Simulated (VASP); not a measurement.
Input:

```
CELL_PARAMETERS angstrom
      1.80641    -3.12879     0.00000
      1.80641     3.12879     0.00000
      0.00000     0.00000     5.55441
ATOMIC_POSITIONS crystal
  Y  0.33333 0.66667 0.25000
  Y  0.66667 0.33333 0.75000
```

All values below come from PBE GGA with D3 dispersion (zero damping), VASP's PBE PAW potentials (set 64) (plane waves; VASP). Run with 520 eV cut-off, 13×13×8 Γ-centred mesh, tetrahedra with Blöchl corrections, potentials Y_sv.

Task: The job: Y (hcp), 2 atoms, PBE-D3 (zero damping), static run, 520 eV, 13×13×8 Γ-centred mesh. Roughly how much core time does it take on a busy server core?

Result: About 60 core-seconds (one run on a shared machine, a rough figure). It had 105 irreducible k-points, 15 bands, up to 1712 plane waves and 15 electronic steps.

The compound is Y in the hcp structure. It was relaxed first, which changed the volume by -5 %.
